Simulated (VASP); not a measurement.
These are PBE GGA, VASP's PBE PAW potentials (set 64) (plane waves; VASP 6.6.1) values and carry that method's errors.

Input for VASP

**KPOINTS**
```
Automatic mesh
0
Gamma
7 7 7
0 0 0
```

**POSCAR**
```
Pt3Ti
4.0327610
  1.0000000000   0.0000000000   0.0000000000
  0.0000000000   0.9472864869   0.0000000000
  0.0000000000   0.0000000000   0.9732820765
Ti Pt
1 3
Cart
  0.0000000000   0.0000000000   0.0000000000
  0.0000000000   0.4736432434   0.4866410382
  0.5000000000   0.0000000000   0.4866410382
  0.5053360000   0.4736432434   0.0000000000
```

### INCAR
```
SYSTEM = Pt3Ti
PREC = Accurate
ENCUT = 400
EDIFF = 1E-6
NELM = 100
ALGO = Normal
LREAL = .FALSE.
LASPH = .TRUE.
ISMEAR = 1
SIGMA = 0.1
GGA = PE
LMAXMIX = 6
LWAVE = .FALSE.
LCHARG = .FALSE.
ISIF = 2
NBANDS = 23
```

POTCAR, in this order: Ti_sv Pt (PBE.64 set). Program: vasp_std.

The run wrote:

OUTCAR:
```
 ion  position               nearest neighbor table
   1  0.000  0.000  0.000-   2 2.74   2 2.74   2 2.74   2 2.74   4 2.76   4 2.76   4 2.79   4 2.79
                             3 2.81   3 2.81   3 2.81   3 2.81
   2  0.000  0.500  0.500-   1 2.74   1 2.74   1 2.74   1 2.74   3 2.78   3 2.78   3 2.78   3 2.78
                             4 2.80   4 2.80   4 2.83   4 2.83
   3  0.500  0.000  0.500-   4 2.74   4 2.74   4 2.74   4 2.74   2 2.78   2 2.78   2 2.78   2 2.78
                             1 2.81   1 2.81   1 2.81   1 2.81
   4  0.505  0.500  0.000-   3 2.74   3 2.74   3 2.74   3 2.74   1 2.76   1 2.76   1 2.79   1 2.79
                             2 2.80   2 2.80   2 2.83   2 2.83
  LATTYP: Found a simple orthorhombic cell.
 ALAT       =     3.8201800000
 B/A-ratio  =     1.0274421624
 C/A-ratio  =     1.0556468543
 Subroutine PRICEL returns:
 Original cell was already a primitive cell.
 Subroutine GETGRP returns: Found  4 space group operations
The static configuration has the point symmetry C_2v.
The dynamic configuration has the point symmetry C_2v.
 Subroutine INISYM returns: Found  4 space group operations
 Subroutine IBZKPT returns following result:
 Found     64 irreducible k-points:

 Following reciprocal coordinates:
            Coordinates               Weight
  0.000000  0.000000  0.000000      1.000000
  0.142857  0.000000  0.000000      2.000000
  0.285714  0.000000  0.000000      2.000000
  0.428571  0.000000  0.000000      2.000000
  0.000000  0.142857  0.000000      2.000000
  0.142857  0.142857  0.000000      4.000000
  0.285714  0.142857  0.000000      4.000000
  0.428571  0.142857  0.000000      4.000000
  0.000000  0.285714  0.000000      2.000000
  0.142857  0.285714  0.000000      4.000000
  0.285714  0.285714  0.000000      4.000000
  0.428571  0.285714  0.000000      4.000000
  0.000000  0.428571  0.000000      2.000000
  0.142857  0.428571  0.000000      4.000000
  0.285714  0.428571  0.000000      4.000000
  0.428571  0.428571  0.000000      4.000000
...
```

**OSZICAR**
```
       N       E                     dE             d eps       ncg     rms          rms(c)
DAV:   1     0.344067024172E+03    0.34407E+03   -0.18266E+04  2944   0.162E+03
DAV:   2     0.111351192273E+01   -0.34295E+03   -0.34003E+03  3232   0.436E+02
DAV:   3    -0.318615217658E+02   -0.32975E+02   -0.32185E+02  4705   0.109E+02
DAV:   4    -0.326111965542E+02   -0.74967E+00   -0.74904E+00  3317   0.186E+01
DAV:   5    -0.326417108036E+02   -0.30514E-01   -0.30353E-01  4593   0.367E+00    0.215E+01
DAV:   6    -0.308506086172E+02    0.17911E+01   -0.26253E+01  4423   0.362E+01    0.140E+01
DAV:   7    -0.303401072538E+02    0.51050E+00   -0.36534E+01  4219   0.358E+01    0.101E+01
DAV:   8    -0.296059895180E+02    0.73412E+00   -0.24016E+00  4010   0.119E+01    0.430E+00
DAV:   9    -0.295153221468E+02    0.90667E-01   -0.20565E+00  4186   0.753E+00    0.176E+00
DAV:  10    -0.294909091336E+02    0.24413E-01   -0.13577E-01  3845   0.276E+00    0.925E-01
DAV:  11    -0.294838993153E+02    0.70098E-02   -0.33130E-02  4463   0.112E+00    0.375E-01
DAV:  12    -0.294834360928E+02    0.46322E-03   -0.18894E-03  4259   0.275E-01    0.231E-01
DAV:  13    -0.294829680629E+02    0.46803E-03   -0.28713E-03  4244   0.323E-01    0.680E-02
DAV:  14    -0.294829633993E+02    0.46635E-05   -0.45044E-04  4568   0.128E-01    0.481E-02
DAV:  15    -0.294829472267E+02    0.16173E-04   -0.89647E-05  4051   0.699E-02    0.703E-03
DAV:  16    -0.294829471598E+02    0.66877E-07   -0.72303E-06  3907   0.189E-02
   1 F= -.29482947E+02 E0= -.29483024E+02  d E =0.231309E-03
```

File OUTCAR:
```
------------------------ aborting loop because EDIFF is reached ----------------------------------------
  FORCE on cell =-STRESS in cart. coord.  units (eV):
  Direction    XX          YY          ZZ          XY          YZ          ZX
  --------------------------------------------------------------------------------------
  Total       -0.2153940      3.1696026      1.6229856      0.0000000      0.0000000      0.0000000
  in kB       -5.7071148     83.9823223     43.0028980      0.0000000      0.0000000      0.0000000
  external PRESSURE =      40.4260352 kB  Pullay stress =       0.0000000 kB
  volume of cell :       60.47
      direct lattice vectors                 reciprocal lattice vectors
     4.032761000  0.000000000  0.000000000     0.247969071  0.000000000  0.000000000
     0.000000000  3.820180000  0.000000000     0.000000000  0.261767770  0.000000000
     0.000000000  0.000000000  3.925014000     0.000000000  0.000000000  0.254776161
 POSITION                                       TOTAL-FORCE (eV/Angst)
 -----------------------------------------------------------------------------------
      0.00000      0.00000      0.00000         0.041268      0.000000      0.000000
      0.00000      1.91009      1.96251         0.113681      0.000000      0.000000
      2.01638      0.00000      1.96251        -0.025202      0.000000      0.000000
      2.03790      1.91009      0.00000        -0.129747      0.000000      0.000000
 -----------------------------------------------------------------------------------
    total drift:                                0.000014     -0.000000     -0.000001
  FREE ENERGIE OF THE ION-ELECTRON SYSTEM (eV)
  ---------------------------------------------------
  free  energy   TOTEN  =       -29.4829471598 eV

  energy  without entropy=      -29.4831784688  energy(sigma->0) =      -29.48302426
```
(Selected blocks of OUTCAR.)

**OUTCAR**
```
 val. band max:       11.4905960712   @ k =   0.0000   0.0000   0.4286

 cond. band min:      11.5179839511   @ k =   0.1429   0.4286   0.1429


 Fermi energy:        11.5031504724

 k-point     1 :       0.0000    0.0000    0.0000
  band No.  band energies     occupation
      1     -46.7283      2.00000
      2     -22.9548      2.00000
      3     -22.9507      2.00000
      4     -22.9414      2.00000
      5       1.4762      2.00000
      6       4.2847      2.00000
      7       4.5858      2.00000
      8       4.6695      2.00000
      9       4.9288      2.00000
     10       4.9433      2.00000
     11       4.9620      2.00000
     12       7.7078      2.00000
     13       7.9800      2.00000
     14       8.2199      2.00000
     15       9.5406      2.00000
     16      10.0941      2.00000
     17      10.9324      2.00000
     18      11.2695      2.00466
     19      11.4844      1.31165
     20      11.7461     -0.00316
     21      12.5654     -0.00000
     22      12.7563     -0.00000
     23      12.8798     -0.00000

 k-point     2 :       0.1429    0.0000    0.0000
  band No.  band energies     occupation
      1     -46.7282      2.00000
      2     -22.9586      2.00000
      3     -22.9513      2.00000
      4     -22.9421      2.00000
      5       1.7252      2.00000
      6       4.4329      2.00000
      7       4.6683      2.00000
      8       4.8677      2.00000
      9       5.0279      2.00000
     10       5.0877      2.00000
     11       5.1299      2.00000
     12       7.5723      2.00000
     13       8.0635      2.00000
     14       8.2787      2.00000
     15       9.3327      2.00000
     16      10.0912      2.00000
     17      10.4000      2.00000
     18      10.6273      2.00000
     19      10.6855      2.00000
     20      11.3597      2.06088
     21      11.7467     -0.00307
     22      12.5428     -0.00000
     23      12.7098     -0.00000

 k-point     3 :       0.2857    0.0000    0.0000
...
```

Unless said otherwise, spin-orbit coupling is left out, though it shifts the bands of the heavy elements here.

The compound is Pt3Ti in the L1_2 structure. The cell was not relaxed at this level, atoms are displaced from their ideal sites. The run is one of a series of settings (NBANDS = 23 against the base run), some of them coarse on purpose. VASP warned that the highest band is occupied, so more bands are needed.
